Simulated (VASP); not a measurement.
An input for Quantum ESPRESSO's pw.x (written as the equivalent of a VASP run, and not itself run):

```
&CONTROL
  calculation = 'vc-relax'
  pseudo_dir = './pseudo'
  outdir = './out'
  tprnfor = .true.
  tstress = .true.
  nstep = 30
  forc_conv_thr = 0.00039
/
&SYSTEM
  ibrav = 0
  nat = 2
  ntyp = 1
  ecutwfc = 84
  occupations = 'smearing'
  smearing = 'methfessel-paxton'
  degauss = 0.00735
  input_dft = 'pbe'
  vdw_corr = 'grimme-d3'
  dftd3_version = 3
  dftd3_threebody = .false.
/
&ELECTRONS
  conv_thr = 7.3e-09
  electron_maxstep = 100
/
&IONS
/
&CELL
  cell_dofree = 'shape'
/
ATOMIC_SPECIES
  Tc 97.907 Tc.upf
CELL_PARAMETERS angstrom
     1.3902071   -2.4079098    0.0000000
     1.3902071    2.4079098    0.0000000
     0.0000000    0.0000000    4.4539450
ATOMIC_POSITIONS crystal
  Tc   0.3333330  0.6666670  0.2500000
  Tc   0.6666670  0.3333330  0.7500000
K_POINTS automatic
  15 15 8 0 0 0
```

Problem. Write the VASP files for the same calculation (PBE-D3 (zero damping)).

Solution. This is not unique; one that fits is 
KPOINTS:
```
Automatic mesh
0
Gamma
15 15 8
0 0 0
```

POSCAR:
```
Tc
1.0
  1.3902071310  -2.4079097795   0.0000000000
  1.3902071310   2.4079097795   0.0000000000
  0.0000000000   0.0000000000   4.4539450253
Tc
2
Cart
  1.3902071310   0.8026381984   1.1134862563
  1.3902071310  -0.8026381984   3.3404587690
```

**INCAR**
```
# general
SYSTEM   =  Tc
PREC     =  Accurate
ENCUT    =  520   # plane-wave cut-off (eV)
LREAL    =  .FALSE.   # projection in real space or not
LASPH    =  .TRUE.

# electronic loop
EDIFF    =  1E-7   # SCF stop (eV)
NELM     =  100
ALGO     =  Normal   # blocked Davidson
LMAXMIX  =  4   # l cut-off of mixed one-centre charges

# smearing
ISMEAR   =  1   # Methfessel-Paxton
SIGMA    =  0.1   # width (eV)

# functional
GGA      =  PE
IVDW     =  11   # D3, zero damping

# ions
IBRION   =  2
NSW      =  30   # most ionic steps
ISIF     =  4
EDIFFG   =  -0.01   # ionic stop

# output
LWAVE    =  .FALSE.
LCHARG   =  .FALSE.
```

POTCAR, in this order: Tc_pv (PBE.64 set). Program: vasp_std.

The two are equivalent in intent, not identical: the potentials are each code's own (VASP's PAW set, PseudoDojo norm-conserving files in pw.x), so ENCUT and ecutwfc are chosen apart and not converted; conv_thr bounds pw.x's estimated SCF error, while EDIFF bounds the energy change between steps; forc_conv_thr acts on force components and is met together with etot_conv_thr.

The compound is Tc in the hcp structure. This cell is one point of a volume scan, at 1.06 of the reference volume. Symmetry was kept, so distortions that lower it aren't found.
